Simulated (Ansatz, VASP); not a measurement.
# BiSb in two plane-wave programs

Wanted: the spread between two codes on one cell, functional and k mesh. The cell is generated by rule, not measured, and may not be a known phase. The cell is taken from a series of runs on this material, whose earlier steps may have relaxed, scaled, displaced or heated it; both programs get it as it stands.

Program: Ansatz 0.2.0. Level of theory: plane waves, with VASP 6.6.1 beside it; zone-centre phonons at PBEsol. Results are calculated unless marked as measured.

The structure was built from a prototype and need not be the compound's stable phase.

### 1. The starting structure

The structure is hexagonal, space group P6_3mc (No. 186). The conventional cell has a = 4.308 Å, b = 4.308 Å, c = 8.305 Å, α = 90.00°, β = 90.00°, γ = 120.00°. Nearest to Bi lie 3 Sb at 2.99 Å. Nearest to Sb lie 3 Bi at 2.99 Å. Farther neighbours are not listed.

Coordinates:

```xyz
4
Lattice="4.3079 0.0000 0.0000 -2.1539 3.7307 0.0000 0.0000 0.0000 8.3047" Properties=species:S:1:pos:R:3 pbc="T T T"
Bi    0.0000    0.0000    8.1290
Bi    0.0000    0.0000    3.9766
Sb    0.0000    2.4872    2.3148
Sb    2.1539    1.2436    6.4671
```

### 2. VASP: zone-centre phonons, PBEsol

Second derivatives magnify differences that forces hide, and they need a tight electronic threshold.

Lines of VASP's logs that name or quote its potential files are left out, and so is its time.

Contents of INCAR:

```
SYSTEM = BiSb
PREC = Accurate
ENCUT = 500
EDIFF = 1E-08
NELM = 120
ISMEAR = 1
SIGMA = 0.15
LREAL = .FALSE.
ALGO = Normal
GGA = PS
NBANDS = 26
LORBIT = 11
LWAVE = .FALSE.
LCHARG = .FALSE.
ISIF = 2
IBRION = 8
LASPH = .TRUE.
GGA_COMPAT = .FALSE.
KPAR = 2
```

Contents of POSCAR:

```
BiSb
1.0
    4.3078884580      0.0000000000      0.0000000000
   -2.1539442290      3.7307408413      0.0000000000
    0.0000000000      0.0000000000      8.3047178766
Bi Sb
2 2
Direct
    0.0000000000      0.0000000000      0.9788387810
    0.0000000000      0.0000000000      0.4788387810
    0.3333333333      0.6666666667      0.2787278443
    0.6666666667      0.3333333333      0.7787278443
```

Contents of KPOINTS:

```
Automatic mesh
0
Gamma
12 12 6
0 0 0
```

Potentials, in the order of the species: Bi_d and Sb (PBE family, release 64).

Launch:

```sh
$ mpirun -np 2 vasp_std
```

Numbers of over 12 decimals in the logs are rounded to 6 here.

The log of the run:

```text
[banner, memory and clock lines left out]
running    2 mpi-ranks, on    1 nodes
 distrk:  each k-point on    1 cores,    2 groups
 distr:  one band on    1 cores,    1 groups

 POSCAR found type information on POSCAR BiSb
 POSCAR found :  2 types and       4 ions
|                                                                             |
|               ----> ADVICE to this user running VASP <----                  |
|                                                                             |
|     You enforced a specific xc type in the INCAR file but a different       |
|     [... a line on the potential file left out ...]
|     I HOPE YOU KNOW WHAT YOU ARE DOING!                                     |
|                                                                             |

 LDA part: xc-table for (Slater+PW92), standard interpolation
 POSCAR, INCAR and KPOINTS ok, starting setup
 FFT: planning ... GRIDC
 FFT: planning ... GRID_SOFT
 FFT: planning ... GRID
 WAVECAR not read
 entering main loop
       N       E                     dE             d eps       ncg     rms          rms(c)
DAV:   1     0.367656296288E+03    0.36766E+03   -0.18195E+04  3952   0.151E+03
DAV:   2     0.159971227750E+02   -0.35166E+03   -0.34646E+03  4314   0.398E+02
DAV:   3    -0.164690571853E+02   -0.32466E+02   -0.31851E+02  4934   0.139E+02
DAV:   4    -0.175813098484E+02   -0.11123E+01   -0.11087E+01  4464   0.285E+01
DAV:   5    -0.176311543868E+02   -0.49845E-01   -0.49839E-01  5838   0.580E+00    0.294E+00
DAV:   6    -0.175494111905E+02    0.81743E-01   -0.22434E-01  4736   0.291E+00    0.165E+00
DAV:   7    -0.175380086820E+02    0.11403E-01   -0.53611E-02  4704   0.125E+00    0.687E-01
DAV:   8    -0.175367016787E+02    0.13070E-02   -0.88442E-03  5134   0.550E-01    0.815E-02
DAV:   9    -0.175366228400E+02    0.78839E-04   -0.87787E-04  4622   0.145E-01    0.422E-02
DAV:  10    -0.175366406541E+02   -0.17814E-04   -0.80865E-05  4706   0.784E-02    0.102E-02
DAV:  11    -0.175366397547E+02    0.89937E-06   -0.12162E-05  4674   0.190E-02    0.479E-03
DAV:  12    -0.175366391360E+02    0.61869E-06   -0.13972E-06  4348   0.801E-03    0.141E-03
DAV:  13    -0.175366391966E+02   -0.60573E-07   -0.10813E-07  4526   0.196E-03    0.659E-04
DAV:  14    -0.175366392444E+02   -0.47854E-07   -0.10268E-08  2268   0.901E-04    0.167E-04
DAV:  15    -0.175366392560E+02   -0.11554E-07   -0.39900E-09  1992   0.665E-04    0.373E-05
DAV:  16    -0.175366392639E+02   -0.79253E-08   -0.10435E-09  1990   0.284E-04
   1 F= -.17536639E+02 E0= -.17537332E+02  d E =0.207723E-02
 Linear response reoptimize wavefunctions to high precision
DAV:   1    -0.175366392633E+02    0.63937E-09   -0.39601E-10  1982   0.225E-04
DAV:   2    -0.175366392633E+02   -0.22737E-10   -0.14323E-10  1976   0.108E-04
 Linear response DOF=           4
 Linear response progress:
  Degree of freedom:   1/  4
       N       E                     dE             d eps       ncg     rms          rms(c)
RMM:   1    -0.327093376865E+00   -0.32709E+00    0.20727E-01 29939   0.812E+00
RMM:   2    -0.335051992334E+00   -0.79586E-02   -0.20035E-02 36882   0.970E-01    0.368E-02
RMM:   3    -0.335101405917E+00   -0.49414E-04   -0.17411E-03 43146   0.290E-01    0.224E-02
RMM:   4    -0.334922505527E+00    0.17890E-03   -0.99782E-05 41851   0.851E-02    0.503E-03
RMM:   5    -0.334944299174E+00   -0.21794E-04    0.39632E-06 44520   0.286E-02    0.258E-03
RMM:   6    -0.334967188435E+00   -0.22889E-04    0.17966E-06 43441   0.116E-02    0.672E-04
RMM:   7    -0.334971695399E+00   -0.45070E-05    0.32557E-06 44894   0.438E-03    0.417E-04
RMM:   8    -0.334969793311E+00    0.19021E-05   -0.11561E-06 44320   0.160E-03    0.634E-05
RMM:   9    -0.334970034799E+00   -0.24149E-06    0.67971E-07 45599   0.635E-04    0.284E-05
RMM:  10    -0.334969928894E+00    0.10591E-06   -0.34192E-08 44907   0.302E-04    0.852E-06
RMM:  11    -0.334970078938E+00   -0.15004E-06    0.11023E-07 46296   0.153E-04    0.178E-06
RMM:  12    -0.334970094481E+00   -0.15543E-07    0.59677E-08 45155   0.829E-05    0.132E-06
RMM:  13    -0.334970102988E+00   -0.85070E-08    0.56066E-08 45722   0.445E-05    0.620E-07
 first order change of Fermi-energy  -0.13316E-05
 force on displaced ion       1 direction 1 :  -4.187   0.000  -0.000
 Linear response progress:
  Degree of freedom:   2/  4
       N       E                     dE             d eps       ncg     rms          rms(c)
RMM:   1    -0.351529292190E+00   -0.35153E+00    0.23394E-01  6808   0.817E+00
RMM:   2    -0.359206094582E+00   -0.76768E-02   -0.21653E-02  8512   0.106E+00    0.522E-02
RMM:   3    -0.359218679471E+00   -0.12585E-04   -0.21810E-03  9725   0.304E-01    0.316E-02
RMM:   4    -0.358975341485E+00    0.24334E-03    0.43047E-05  9629   0.100E-01    0.121E-02
RMM:   5    -0.359010913621E+00   -0.35572E-04   -0.10470E-04 10055   0.328E-02    0.645E-03
RMM:   6    -0.359019804617E+00   -0.88910E-05    0.46315E-05  9821   0.135E-02    0.132E-03
RMM:   7    -0.359037483843E+00   -0.17679E-04   -0.80829E-06  9975   0.567E-03    0.641E-04
RMM:   8    -0.359039322555E+00   -0.18387E-05    0.13555E-05  9996   0.238E-03    0.237E-04
RMM:   9    -0.359041916154E+00   -0.25936E-05   -0.68581E-06  9097   0.993E-04    0.657E-05
RMM:  10    -0.359041358475E+00    0.55768E-06    0.19407E-06 10469   0.439E-04    0.270E-05
RMM:  11    -0.359041905561E+00   -0.54709E-06    0.22603E-07  9214   0.209E-04    0.103E-05
RMM:  12    -0.359041793308E+00    0.11225E-06    0.18760E-06 10563   0.112E-04    0.584E-06
RMM:  13    -0.359042015226E+00   -0.22192E-06    0.65549E-07  9225   0.581E-05    0.271E-06
RMM:  14    -0.359042025515E+00   -0.10289E-07    0.62217E-07 10574   0.300E-05    0.146E-06
RMM:  15    -0.359042090853E+00   -0.65339E-07    0.19978E-07  9037   0.166E-05    0.412E-07
RMM:  16    -0.359042099055E+00   -0.82015E-08    0.10671E-07 10108   0.876E-06    0.221E-07
RMM:  17    -0.359042101956E+00   -0.29008E-08    0.81501E-08  5347   0.460E-06    0.200E-07
 first order change of Fermi-energy  -0.38118E+00
 force on displaced ion       1 direction 3 :   0.000  -0.000  -6.434
 Linear response progress:
  Degree of freedom:   3/  4
       N       E                     dE             d eps       ncg     rms          rms(c)
RMM:   1    -0.270490566666E-01   -0.27049E-01    0.11620E-02 39089   0.909E-01
RMM:   2    -0.249769277023E-01    0.20721E-02   -0.23510E-03 35334   0.251E-01    0.420E-02
RMM:   3    -0.250132602182E-01   -0.36333E-04   -0.21764E-04 42340   0.872E-02    0.212E-02
RMM:   4    -0.250213286898E-01   -0.80685E-05   -0.35677E-05 41734   0.337E-02    0.594E-03
RMM:   5    -0.250288633121E-01   -0.75346E-05   -0.67855E-06 45851   0.145E-02    0.257E-03
RMM:   6    -0.250263747634E-01    0.24885E-05   -0.56678E-07 43367   0.267E-03    0.941E-04
RMM:   7    -0.250251127851E-01    0.12620E-05    0.33131E-07 45397   0.911E-04    0.160E-04
RMM:   8    -0.250248705217E-01    0.24226E-06    0.16923E-07 42752   0.394E-04    0.486E-05
RMM:   9    -0.250248274254E-01    0.43096E-07    0.35617E-07 47364   0.142E-04    0.156E-05
RMM:  10    -0.250248649820E-01   -0.37557E-07   -0.10566E-08 44579   0.423E-05    0.230E-06
RMM:  11    -0.250248700120E-01   -0.50300E-08    0.39323E-09 46573   0.136E-05    0.815E-07
 first order change of Fermi-energy  -0.76378E-05
 force on displaced ion       3 direction 1 :  -4.685  -0.000  -0.000
 Linear response progress:
  Degree of freedom:   4/  4
       N       E                     dE             d eps       ncg     rms          rms(c)
RMM:   1    -0.373725016404E-01   -0.37373E-01    0.30265E-02  9040   0.976E-01
RMM:   2    -0.352851653038E-01    0.20873E-02   -0.27480E-03  8343   0.343E-01    0.472E-02
RMM:   3    -0.352027760402E-01    0.82389E-04   -0.34738E-04  8690   0.137E-01    0.262E-02
RMM:   4    -0.351536367324E-01    0.49139E-04   -0.80212E-05  9367   0.590E-02    0.101E-02
RMM:   5    -0.351463185329E-01    0.73182E-05   -0.32102E-06 10219   0.224E-02    0.379E-03
RMM:   6    -0.351489876805E-01   -0.26691E-05   -0.72477E-07  9237   0.583E-03    0.140E-03
RMM:   7    -0.351500149058E-01   -0.10272E-05    0.11722E-06  9507   0.256E-03    0.354E-04
RMM:   8    -0.351502194642E-01   -0.20456E-06   -0.68132E-07  9640   0.107E-03    0.123E-04
RMM:   9    -0.351500686055E-01    0.15086E-06   -0.17715E-07  9272   0.508E-04    0.450E-05
RMM:  10    -0.351500590954E-01    0.95100E-08   -0.33712E-07  9592   0.200E-04    0.144E-05
RMM:  11    -0.351500340710E-01    0.25024E-07   -0.13147E-07  9836   0.782E-05    0.389E-06
RMM:  12    -0.351500310835E-01    0.29875E-08   -0.96717E-08  9984   0.275E-05    0.214E-06
 first order change of Fermi-energy   0.38124E+00
 force on displaced ion       3 direction 3 :  -0.000   0.000  -6.024
 Linear response finished
```

From OUTCAR (step 2):

```text
ion  position               nearest neighbor table
   1  0.000  0.000  0.979-   4 2.99   4 2.99   4 2.99   3 3.52   3 3.52   3 3.52
   2  0.000  0.000  0.479-   3 2.99   3 2.99   3 2.99   4 3.52   4 3.52   4 3.52
   3  0.333  0.667  0.279-   2 2.99   2 2.99   2 2.99   1 3.52   1 3.52   1 3.52
   4  0.667  0.333  0.779-   1 2.99   1 2.99   1 2.99   2 3.52   2 3.52   2 3.52

  LATTYP: Found a hexagonal cell.
 ALAT       =     4.3078884580
 C/A-ratio  =     1.9277931538

 Subroutine GETGRP returns: Found 12 space group operations
 (whereof  6 operations were pure point group operations)

The static configuration has the point symmetry C_3v.
 The point group associated with its full space group is C_6v.

 Found     76 irreducible k-points:

   k-points           NKPTS =     76   k-points in BZ     NKDIM =     76   number of bands    NBANDS=     26

   dimension x,y,z NGX =    32 NGY =   32 NGZ =   64
   dimension x,y,z NGXF=    64 NGYF=   64 NGZF=  128

   ENCUT  =  500.0 eV  36.75 Ry    6.06 a.u.   7.85  7.85 15.14*2*pi/ulx,y,z

   NELECT =      40.0000    total number of electrons

 k-points in reciprocal lattice and weights: Automatic mesh
   0.00000000  0.00000000  0.00000000       0.001
   0.08333333 -0.00000000  0.00000000       0.007
   0.16666667 -0.00000000  0.00000000       0.007
   0.25000000  0.00000000  0.00000000       0.007
   0.33333333 -0.00000000  0.00000000       0.007
   0.41666667 -0.00000000  0.00000000       0.007
   0.50000000  0.00000000  0.00000000       0.003
   0.08333333  0.08333333  0.00000000       0.007
   0.16666667  0.08333333  0.00000000       0.014
[...]
0.33333333  0.25000000  0.50000000       0.014
   0.33333333  0.33333333  0.50000000       0.002

 average (electrostatic) potential at core
       1-104.3990       2-104.3990       3 -86.0215       4 -86.0215

  Total        0.0069598      0.0069598      0.0181829      0.0000000      0.0000000      0.0000000
  in kB        0.0835449      0.0835449      0.2182680      0.0000000      0.0000000      0.0000000
  external PRESSURE =       0.1284526 kB  Pullay stress =       0.0000000 kB

  energy-cutoff  :      500.00
  volume of cell :      133.47
      direct lattice vectors                 reciprocal lattice vectors
     4.307888458  0.000000000  0.000000000     0.232132287  0.134021638  0.000000000
    -2.153944229  3.730740841  0.000000000     0.000000000  0.268043277  0.000000000
     0.000000000  0.000000000  8.304717877     0.000000000  0.000000000  0.120413482

 POSITION                                       TOTAL-FORCE (eV/Angst)
 -----------------------------------------------------------------------------------
      0.00000      0.00000      8.12898        -0.000000      0.000000      0.022717
      0.00000      0.00000      3.97662         0.000000     -0.000000      0.022717
     -0.00000      2.48716      2.31476        -0.000000     -0.000000     -0.022717
      2.15394      1.24358      6.46712         0.000000     -0.000000     -0.022717
 -----------------------------------------------------------------------------------
    total drift:                               -0.000000     -0.000000      0.000291

 Eigenvectors and eigenvalues of the dynamical matrix
 ----------------------------------------------------

   1 f  =    4.485195 THz    28.181309 2PiTHz  149.609990 cm-1    18.549266 meV
             X         Y         Z           dx          dy          dz
      0.000000  0.000000  8.128980     0.000000    0.000000   -0.413315
      0.000000  0.000000  3.976621    -0.000000   -0.000000    0.413315
     -0.000000  2.487161  2.314756     0.000000    0.000000   -0.573734
      2.153944  1.243580  6.467115    -0.000000   -0.000000    0.573734

   2 f  =    3.896017 THz    24.479397 2PiTHz  129.957141 cm-1    16.112625 meV
             X         Y         Z           dx          dy          dz
      0.000000  0.000000  8.128980     0.000000    0.000000    0.428880
      0.000000  0.000000  3.976621    -0.000000   -0.000000    0.428880
     -0.000000  2.487161  2.314756     0.000000    0.000000   -0.562194
      2.153944  1.243580  6.467115    -0.000000   -0.000000   -0.562194

   3 f  =    3.779713 THz    23.748640 2PiTHz  126.077669 cm-1    15.631632 meV
             X         Y         Z           dx          dy          dz
      0.000000  0.000000  8.128980    -0.000038    0.383055    0.000000
      0.000000  0.000000  3.976621     0.000038   -0.383055   -0.000000
     -0.000000  2.487161  2.314756    -0.000059    0.594364    0.000000
      2.153944  1.243580  6.467115     0.000059   -0.594364    0.000000

   4 f  =    3.779713 THz    23.748640 2PiTHz  126.077669 cm-1    15.631632 meV
             X         Y         Z           dx          dy          dz
      0.000000  0.000000  8.128980    -0.383055   -0.000038    0.000000
      0.000000  0.000000  3.976621     0.383055    0.000038    0.000000
     -0.000000  2.487161  2.314756    -0.594364   -0.000059   -0.000000
      2.153944  1.243580  6.467115     0.594364    0.000059   -0.000000

   5 f  =    3.652010 THz    22.946256 2PiTHz  121.817944 cm-1    15.103493 meV
             X         Y         Z           dx          dy          dz
      0.000000  0.000000  8.128980     0.000027   -0.428955   -0.000000
      0.000000  0.000000  3.976621     0.000027   -0.428955    0.000000
     -0.000000  2.487161  2.314756    -0.000036    0.562136   -0.000000
      2.153944  1.243580  6.467115    -0.000036    0.562136    0.000000

   6 f  =    3.652010 THz    22.946256 2PiTHz  121.817944 cm-1    15.103493 meV
             X         Y         Z           dx          dy          dz
      0.000000  0.000000  8.128980    -0.428955   -0.000027    0.000000
      0.000000  0.000000  3.976621    -0.428955   -0.000027    0.000000
     -0.000000  2.487161  2.314756     0.562136    0.000036   -0.000000
      2.153944  1.243580  6.467115     0.562136    0.000036   -0.000000

   7 f  =    1.983936 THz    12.465435 2PiTHz   66.176969 cm-1     8.204895 meV
             X         Y         Z           dx          dy          dz
      0.000000  0.000000  8.128980     0.000000   -0.000000    0.573734
      0.000000  0.000000  3.976621     0.000000    0.000000   -0.573734
     -0.000000  2.487161  2.314756     0.000000    0.000000   -0.413315
      2.153944  1.243580  6.467115    -0.000000   -0.000000    0.413315

   8 f  =    0.990548 THz     6.223798 2PiTHz   33.041131 cm-1     4.096576 meV
             X         Y         Z           dx          dy          dz
      0.000000  0.000000  8.128980    -0.000009    0.594364    0.000000
      0.000000  0.000000  3.976621     0.000009   -0.594364    0.000000
     -0.000000  2.487161  2.314756     0.000006   -0.383055    0.000000
      2.153944  1.243580  6.467115    -0.000006    0.383055    0.000000

   9 f  =    0.990548 THz     6.223798 2PiTHz   33.041131 cm-1     4.096576 meV
             X         Y         Z           dx          dy          dz
      0.000000  0.000000  8.128980     0.594364    0.000009   -0.000000
      0.000000  0.000000  3.976621    -0.594364   -0.000009   -0.000000
     -0.000000  2.487161  2.314756    -0.383055   -0.000006   -0.000000
      2.153944  1.243580  6.467115     0.383055    0.000006   -0.000000

  10 f/i=    0.000453 THz     0.002847 2PiTHz    0.015115 cm-1     0.001874 meV
             X         Y         Z           dx          dy          dz
      0.000000  0.000000  8.128980    -0.314955    0.465618    0.000000
      0.000000  0.000000  3.976621    -0.314955    0.465618    0.000000
     -0.000000  2.487161  2.314756    -0.240336    0.355304    0.000000
      2.153944  1.243580  6.467115    -0.240336    0.355304    0.000000

  11 f/i=    0.000453 THz     0.002847 2PiTHz    0.015115 cm-1     0.001874 meV
             X         Y         Z           dx          dy          dz
      0.000000  0.000000  8.128980    -0.465618   -0.314955   -0.000000
      0.000000  0.000000  3.976621    -0.465618   -0.314955   -0.000000
     -0.000000  2.487161  2.314756    -0.355304   -0.240336   -0.000000
      2.153944  1.243580  6.467115    -0.355304   -0.240336   -0.000000

  12 f/i=    0.001004 THz     0.006309 2PiTHz    0.033496 cm-1     0.004153 meV
             X         Y         Z           dx          dy          dz
      0.000000  0.000000  8.128980     0.000000   -0.000000    0.562194
      0.000000  0.000000  3.976621     0.000000   -0.000000    0.562194
     -0.000000  2.487161  2.314756     0.000000   -0.000000    0.428880
      2.153944  1.243580  6.467115     0.000000   -0.000000    0.428880

 ELASTIC MODULI CONTR FROM IONIC RELAXATION (kBar)
 Direction    XX          YY          ZZ          XY          YZ          ZX
 --------------------------------------------------------------------------------
 XX        -216.0172     12.7051   -205.6235      0.0000      0.0000      0.0000
 YY          12.7051   -216.0172   -205.6235     -0.0000     -0.0000     -0.0000
 ZZ        -205.6235   -205.6235   -415.9223     -0.0000      0.0000      0.0000
 XY           0.0000     -0.0000     -0.0000   -114.3611     -0.0000     -0.0000
 YZ           0.0000     -0.0000      0.0000     -0.0000   -243.7302      0.0000
 ZX           0.0000     -0.0000      0.0000     -0.0000      0.0000   -262.7464
 --------------------------------------------------------------------------------
```

(Part 1 of 2 ends here.)

[Lines on the potential files, build, host, timing and source positions are cut from VASP's logs without a mark.]

[Logs are printed without paths, hosts, clocks, repeated set-up lines and the standing remarks that a program may print on its own settings, such as how far it seeks lower states.]

[Hosts, paths, dates, database ids (printed as entryN), source tags and the programs' standing remarks are cut or masked in the printed files.]
